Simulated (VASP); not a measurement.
Energy against volume of Tc (hcp). Level of theory: AM05 GGA, VASP's PBE PAW potentials (set 64) (plane waves; VASP). Numerical set-up: 520 eV cut-off, 15×15×9 Γ-centred mesh, first-order Methfessel-Paxton smearing of 0.10 eV, potentials Tc_pv.

Shape and ions are relaxed at each volume.

```json
[
 {"V (Å³/atom)": "13.054", "E (eV/atom)": "-10.95192"},
 {"V (Å³/atom)": "13.471", "E (eV/atom)": "-10.99645"},
 {"V (Å³/atom)": "13.887", "E (eV/atom)": "-11.01064"},
 {"V (Å³/atom)": "14.304", "E (eV/atom)": "-10.99910"}
]
```

Problem. Fit these four points and predict the energy of the run at 14.720 Å³/atom.

Solution. A cubic in V^(−2/3), the third-order Birch-Murnaghan form, passes through the four points with V0 = 13.90 Å³/atom and B0 = 328 GPa, and gives -10.9657 eV/atom there. The run gave -10.9657 eV/atom, +0.0 meV/atom from the fit; all five points give B0 = 328 GPa.

The compound is Tc in the hcp structure. It was relaxed first.
